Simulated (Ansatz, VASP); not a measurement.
# Y3GaC in two plane-wave programs

Wanted: the spread between two codes on one cell, functional and k mesh. The cell is taken from a series of runs on this material, whose earlier steps may have relaxed, scaled, displaced or heated it; both programs get it as it stands.

Program: Ansatz 0.2.0. Level of theory: plane waves, with VASP 6.6.1 beside it; relaxation of cell and atoms at PBEsol. Results are calculated unless marked as measured.

## (1) The starting structure

The structure is tetragonal, space group I4/mcm (No. 140). The conventional cell has a = 6.765 Å, b = 6.765 Å, c = 9.656 Å, α = 90.00°, β = 90.00°, γ = 90.00°. Nearest to Y lie 2 C at 2.41 Å and 4 Ga at 3.38 Å and 8 Y at 3.42 Å. Y has 2 C at 2.42 Å and 2 Ga at 3.16 Å nearest. Nearest to Ga lie 8 Y at 3.16 to 3.38 Å. Nearest to C lie 6 Y at 2.41 to 2.42 Å. Farther neighbours are not listed.

Coordinates:

```xyz
10
Lattice="-3.3825 3.3825 4.8280 3.3825 -3.3825 4.8280 3.3825 3.3825 -4.8280" Properties=species:S:1:pos:R:3 pbc="T T T"
Y     3.3825    3.3825   -2.4140
Y     3.3825    3.3825    2.4140
Y     1.4427    4.8252    0.0000
Y     1.9398   -1.4427    4.8280
Y     1.9398    1.4427    0.0000
Y     1.4427    1.9398    4.8280
Ga    3.3825    0.0000    2.4140
Ga    0.0000    3.3825    2.4140
C     3.3825    3.3825    4.8280
C     3.3825    3.3825    0.0000
```

## (2) Ansatz: relaxation of cell and atoms, PBEsol

Ansatz runs on its PAW soft_1 files.

The relaxed volume is the usual yardstick between codes: in a stiff, nearly cubic crystal its relative difference is about their pressure difference at one cell divided by the bulk modulus.

input.yaml reads:

```yaml
crystal:
  lattice:
    - [-3.382490029, 3.382490029, 4.8280120543]
    - [3.382490029, -3.382490029, 4.8280120543]
    - [3.382490029, 3.382490029, -4.8280120543]
  atoms:
    - { symbol: "Y", position: [0.25, 0.25, 0.0] }
    - { symbol: "Y", position: [0.75, 0.75, 0.0] }
    - { symbol: "Y", position: [0.7132580079, 0.2132580079, 0.9265160158] }
    - { symbol: "Y", position: [0.2867419921, 0.7867419921, 0.0734839842] }
    - { symbol: "Y", position: [0.2132580079, 0.2867419921, 0.5] }
    - { symbol: "Y", position: [0.7867419921, 0.7132580079, 0.5] }
    - { symbol: Ga, position: [0.25, 0.75, 0.5] }
    - { symbol: Ga, position: [0.75, 0.25, 0.5] }
    - { symbol: C, position: [0.0, 0.0, 0.0] }
    - { symbol: C, position: [0.5, 0.5, 0.0] }
kpoints:
  mp_grid: { grid: [8, 8, 8] }
hamiltonian:
  xc: pbesol
  pseudopotentials: { kind: paw, azcp: { folder: soft_1 }, xc_functional: pbe }
scf:
  occupations: { method: methfessel_paxton, width: 0.2 }
output:
  forces: true
  stress: true
  eigenvalues: true
relax:
  adjacent_minimum: "off"
  f_tol: 0.001
  max_steps: 60
  cell: { stress_tol: 0.01 }
```

On the command line:

```sh
$ ansatz run input.yaml --threads 4 --pin off --max-ram 10240MiB --backend cpu --events-out ev --progress --plain --runs-dir out
```

Numbers of over 12 decimals in the logs are rounded to 6 here.

What it wrote:

```text
Engine: ansatz 0.2.0, x86_64-unknown-linux-gnu
Pseudopotentials: kind: paw
Pseudopotential: Y, paw, valence charge 11, recommended cutoff 420 eV (normal), soft_1/Y.paw.azcp
Pseudopotential: Ga, paw, valence charge 13, recommended cutoff 420 eV (normal), soft_1/Ga.paw.azcp
Pseudopotential: C, paw, valence charge 4, recommended cutoff 420 eV (normal), soft_1/C.paw.azcp
Functional definition: PBEsol
  exchange = pbesol_x
  correlation = pbesol_c
Crystal: 10 atoms, lattice volume = 220.954 Å³
Basis set: ecut = 420 eV, 4305 PW (Γ), exchange–correlation on 96×96×96 points (8 copies of the dense FFT grid, shifted against one another)
Bands: 60, of which v1, the nominal top of the filled ones, is band 50 counted from 1 (49 counted from 0)
Symmetry: 16 space group operations
Space group: I4/mcm (ITA 140), of the structure as read, at distance tolerance 6.0e-5 Å
k-points: 59 of 512
Non-local potential: Y, projectors of the file, l = 0: 3, l = 1: 2, l = 2: 2, l = 3: 1
Non-local potential: Ga, projectors of the file, l = 0: 2, l = 1: 2, l = 2: 3, l = 3: 1
Non-local potential: C, projectors of the file, l = 0: 2, l = 1: 2, l = 2: 1
PAW form: soft (Blöchl's): semilocal exchange-correlation on the pseudo side does not see the compensation charge
PAW frozen core: Y, regenerated for the run's functional, and the local potential with it (the file was generated under x = pbe(κ = 0.804, μ = 0.219515), c = pbe(β = 0.066725))
PAW frozen core: Ga, regenerated for the run's functional, and the local potential with it (the file was generated under x = pbe(κ = 0.804, μ = 0.219515), c = pbe(β = 0.066725))
PAW frozen core: C, regenerated for the run's functional, and the local potential with it (the file was generated under x = pbe(κ = 0.804, μ = 0.219515), c = pbe(β = 0.066725))
PAW one-centre angular grid: Y, 590 points (default); XC on 64 Gauss nodes
PAW one-centre angular grid: Ga, 590 points (default); XC on 64 Gauss nodes
PAW one-centre angular grid: C, 110 points (default); XC on 64 Gauss nodes
Initial density: superposition of atomic densities (chi_scale 0.1, normalization cell, long waves kept (reshape's long-wave potential 0.00 eV rms))
Initial wavefunctions: pseudopotential atomic-orbital guess
Functional: x = pbesol(κ = 0.804, μ = 0.123457), c = pbesol(β = 0.046)
SCF iter   1: F=—  HF=-30759.837663 eV  |F-HF|=—  |Δ(HF+E_count)|=         —  Δρ=5.88e-2  dr2=1.83e1  ethr=3.10e-3  ⟨swp⟩=5.5  Hψ=13124  notcnv=0
preconditioner: auto → Kerker (q_TF=auto, 2.391 Å⁻¹)  [metal: Δε(μ)=0.012 eV  Ē_g=14.274 eV  σ=0.200 eV  W_gap=0.05  n_scr=58 (ndim 8)  ℏωp=23.4 eV  f_vac=0.000  D(μ)=3.29/eV (n_scr^D=14)]
SCF iter   2: F=—  HF=-30756.257551 eV  |F-HF|=—  |Δ(HF+E_count)|=    3.58e0  S|Δr|=    0.00e0  Δρ=2.30e-2  dr2=2.53e0  ethr=3.10e-3  ⟨swp⟩=2.6  Hψ=6200  notcnv=0  defer=92
SCF iter   3: F=—  HF=-30755.761824 eV  |F-HF|=—  |Δ(HF+E_count)|=   4.96e-1  S|Δr|=    0.00e0  Δρ=1.32e-2  dr2=6.56e-1  ethr=2.53e-3  ⟨swp⟩=2.0  Hψ=4958  notcnv=0  defer=90
SCF iter   4: F=—  HF=-30755.634147 eV  |F-HF|=—  |Δ(HF+E_count)|=   1.28e-1  S|Δr|=    0.00e0  Δρ=6.15e-3  dr2=9.63e-2  ethr=6.56e-4  ⟨swp⟩=2.0  Hψ=5451  notcnv=0  defer=90
SCF iter   5: F=—  HF=-30755.607072 eV  |F-HF|=—  |Δ(HF+E_count)|=   2.71e-2  S|Δr|=    0.00e0  Δρ=1.91e-3  dr2=9.38e-3  ethr=9.63e-5  ⟨swp⟩=2.0  Hψ=5552  notcnv=0  defer=89
SCF iter   6: F=—  HF=-30755.604751 eV  |F-HF|=—  |Δ(HF+E_count)|=   2.32e-3  S|Δr|=    0.00e0  Δρ=3.98e-4  dr2=2.30e-4  ethr=9.38e-6  ⟨swp⟩=2.9  Hψ=5913  notcnv=0  defer=89
SCF iter   7: F=—  HF=-30755.604917 eV  |F-HF|=—  |Δ(HF+E_count)|=   1.66e-4  S|Δr|=    0.00e0  Δρ=1.28e-4  dr2=7.06e-5  ethr=2.30e-7  ⟨swp⟩=2.0  Hψ=5000  notcnv=0  defer=89
SCF iter   8: F=—  HF=-30755.604825 eV  |F-HF|=—  |Δ(HF+E_count)|=   9.14e-5  S|Δr|=    0.00e0  Δρ=2.97e-5  dr2=2.11e-6  ethr=7.06e-8  ⟨swp⟩=2.1  Hψ=4479  notcnv=0  defer=89
SCF iter   9: F=—  HF=-30755.604826 eV  |F-HF|=—  |Δ(HF+E_count)|=   4.01e-7  S|Δr|=    0.00e0  Δρ=6.17e-6  dr2=1.34e-7  ethr=2.11e-9  ⟨swp⟩=2.0  Hψ=4996  notcnv=0  defer=89
SCF iter  10: F=-30755.604826 eV  HF=-30755.604826 eV  |F-HF|=1.48e-9  |Δ(HF+E_count)|=   1.78e-8  S|Δr|=    0.00e0  Δρ=1.43e-6  dr2=3.79e-9  ethr=1.00e-10  ⟨swp⟩=11.7  Hψ=13854  notcnv=0
SCF 1 converged in 10 iterations: F = -30755.604826 eV  dr2 = 3.79e-9
  greatest PAW one-centre occupation: 0.994 electrons in one spin orbital (limit 2), on the Ga atom at site 7 (counted from 0), in its partial waves of l = 2
relax step   1: F+E_penalty+E_count = -30755.60482564 eV  Δ(F+E_penalty+E_count) = +0.000e0 eV  max|allowed force component| = 7.710e-4 eV/Å  Δτ_max = 0.0000 Å  P = -0.005 GPa  Ω = 220.954 Å³  (10 SCF iters, dr2 threshold 1.00e-7 eV, accepted)
Initial density: handed on by an earlier stage of this run
Initial wavefunctions: pseudopotential atomic-orbital guess (no wavefunctions were taken with the density)
iter 1 solved again at ethr=3.55e-8 eV; its pass at ethr=3.10e-3 eV (dr2=3.55e-5 eV) is discarded
SCF iter   1: F=—  HF=-30755.604896 eV  |F-HF|=—  |Δ(HF+E_count)|=         —  Δρ=1.47e-6  dr2=4.01e-9  ethr=3.55e-8  ⟨swp⟩=4.4  Hψ=24486  notcnv=0
eigensolver tolerance schedule: the retry pair's looser diagonalisation over-reported the residual by 8842.07 of it (diagonalisation noise at 0.11 of the residual, at the tolerance the schedule requests for it); recorded, not acted on — ethr = c·dr2/N_el stays at c = 1.0e-1
preconditioner: auto → Kerker (q_TF=auto, 2.391 Å⁻¹)  [metal: Δε(μ)=0.049 eV  Ē_g=14.859 eV  σ=0.200 eV  W_gap=0.20  n_scr=58 (ndim 8)  ℏωp=23.4 eV  f_vac=0.000  D(μ)=0.82/eV (n_scr^D=0)]
SCF iter   2: F=—  HF=-30755.604826 eV  |F-HF|=—  |Δ(HF+E_count)|=   7.03e-5  S|Δr|=    0.00e0  Δρ=7.28e-7  dr2=9.15e-10  ethr=4.01e-12  ⟨swp⟩=3.0  Hψ=7241  notcnv=0
SCF iter   3: F=—  HF=-30755.604826 eV  |F-HF|=—  |Δ(HF+E_count)|=  1.53e-10  S|Δr|=    0.00e0  Δρ=4.02e-7  dr2=3.24e-10  ethr=1.00e-12  ⟨swp⟩=2.0  Hψ=4130  notcnv=0
SCF iter   4: F=—  HF=-30755.604826 eV  |F-HF|=—  |Δ(HF+E_count)|=  1.46e-11  S|Δr|=    0.00e0  Δρ=9.40e-8  dr2=2.03e-11  ethr=1.00e-12  ⟨swp⟩=2.0  Hψ=4345  notcnv=0
SCF iter   5: F=-30755.604826 eV  HF=-30755.604826 eV  |F-HF|=3.64e-12  |Δ(HF+E_count)|=  7.28e-12  S|Δr|=    0.00e0  Δρ=3.74e-8  dr2=3.91e-12  ethr=1.00e-12  ⟨swp⟩=5.4  Hψ=13768  notcnv=0
SCF 2 converged in 5 iterations: F = -30755.604826 eV  dr2 = 3.91e-12
relax step   2: F+E_penalty+E_count = -30755.60482564 eV  Δ(F+E_penalty+E_count) = -1.612e-9 eV  max|allowed force component| = 7.747e-4 eV/Å  Δτ_max = 0.0000 Å  P = -0.004 GPa  Ω = 220.954 Å³  stress off target by 6.03e-3 GPa  SCF on the basis re-selected at this cell (its energy is not comparable with the rows above)  (5 SCF iters)
basis re-selected at this cell: Δ(F+E_penalty+E_count) = -1.612e-9 eV, ΔP = +0.000 GPa vs the last step (what re-selecting the basis moved, of the pressure what is left beyond the Pulay correction that the steps carried, after the strain that the cell walked since its last selection, with what the two solves' SCF thresholds leave and, on support functions, any second-order correction that the steps lacked; it is no m [...]
SCF converged after 5 iterations
Stability not checked: this state was not tested for a lower state beside it, because cold or Methfessel-Paxton smearing, or corrected tetrahedra, fill the levels in a way that the test cannot read (fill_not_monotonic; see scf.lower_state_search)
Free energy (F): -30755.604826 eV
Harris-Foulkes:  -30755.604826 eV  (|F-HF|=3.64e-12)
Internal energy: -30755.622349 eV  (E = F + TS)
E sigma→0 (E₀):  -30755.609207 eV
Entropy (-TS):   0.017524 eV (1.752 meV/atom)
Fermi energy:    10.235120 eV
--- Per-component energies (eV) ---
  E_band       = -636.292805
  E_kinetic    = 2297.726755
  E_local      = -6283.447587  (includes V_loc(G=0)·N_el)
  E_nonlocal   = 26.597447
  E_hartree    = 2921.863586
  E_xc         = -1287.423533
  E_vxc        = -1463.592554  (∫ρ·V_xc dr)
  E_paw        = -20673.225151  (= ΣΔE_a)
  E_vpaw       = -1057.303741  (= ΣTr[D̂ρ^β])
  E_aug_tail   = -0.000273  (compensation charges beyond the density's cutoff)
  E_ewald      = -7760.374392
  E_core_change = 2.660799  (= ΣΔE_core)
  E_smearing   = 0.017524  (= −TS)
  E_closure    = -0.000000  (closes the sum)
  Σ components = -30755.604826   (vs F -30755.604826, Δ=0.00e0)
--- Forces (eV/Å), atoms counted from 1 ---
  atom   1  Y      0.00000000     0.00000000     0.00000000
  atom   2  Y      0.00000000    -0.00000000     0.00000000
  atom   3  Y     -0.00077469    -0.00077469     0.00000000
  atom   4  Y      0.00077469     0.00077469     0.00000000
  atom   5  Y      0.00077469    -0.00077469     0.00000000
  atom   6  Y     -0.00077469     0.00077469     0.00000000
  atom   7  Ga    -0.00000000    -0.00000000     0.00000000
  atom   8  Ga     0.00000000     0.00000000     0.00000000
  atom   9  C     -0.00000000    -0.00000000     0.00000000
  atom  10  C     -0.00000000     0.00000000     0.00000000
  max |Σ_I F_I| component: 7.37e-18 eV/Å
--- Stress (GPa, compression-positive) ---
       -0.006032       0.000000       0.000000
        0.000000      -0.006032       0.000000
        0.000000       0.000000      -0.001270
  P = ⅓ Tr σ = -0.0044 GPa (-0.044 kbar)
--- Band table (eV; the first three rows and the last of 59) ---
  k-point 0: bands = [... 46 lower, 9.8264, 9.9268, 9.9580, 10.4436, 10.4436, 10.5030, 11.3020, 11.3020, ... 6 higher]
  k-point 1: bands = [... 46 lower, 9.8896, 9.9159, 10.0035, 10.2183, 10.3659, 10.3897, 11.0770, 11.5928, ... 6 higher]
  k-point 2: bands = [... 46 lower, 9.5999, 9.8262, 9.8843, 10.1656, 10.2945, 10.4259, 11.1969, 11.7928, ... 6 higher]
  k-point 58: bands = [... 46 lower, 9.5446, 9.5446, 9.8139, 9.8139, 10.9080, 11.2193, 12.0105, 12.0105, ... 6 higher]
--- Relaxed structure (1 steps of the walk, 1 accepted, 1 SCFs on fresh bases) ---
  F+E_penalty+E_count = -30755.60482564 eV   max|allowed force component| = 7.747e-4 eV/Å   (the final SCF, on the basis selected at the relaxed cell)
  cell:  # Å, volume = 220.9538 Å³
    - [-3.382490029, 3.382490029, 4.8280120543]
    - [3.382490029, -3.382490029, 4.8280120543]
    - [3.382490029, 3.382490029, -4.8280120543]
  atoms:
    - { symbol: Y, position: [0.25, 0.25, 0.0] }
    - { symbol: Y, position: [0.75, 0.75, 0.0] }
    - { symbol: Y, position: [0.7132580079, 0.2132580079, 0.926516] }
    - { symbol: Y, position: [0.2867419921, 0.786742, 0.073484] }
    - { symbol: Y, position: [0.213258, 0.2867419921, 0.5] }
    - { symbol: Y, position: [0.7867419921, 0.7132580079, 0.5] }
    - { symbol: Ga, position: [0.250000, 0.750000, 0.500000] }
    - { symbol: Ga, position: [0.750000, 0.250000, 0.500000] }
    - { symbol: C, position: [0.0, 0.0, 0.0] }
    - { symbol: C, position: [0.5, 0.5, 0.0] }
```

[end of part 1 of 2]

[Lines on the potential files, build, host, timing and source positions are cut from VASP's logs without a mark.]

[Logs are printed without paths, hosts, clocks, repeated set-up lines and the standing remarks that a program may print on its own settings, such as how far it seeks lower states.]

[Hosts, paths, dates, database ids (printed as entryN), source tags and the programs' standing remarks are cut or masked in the printed files.]
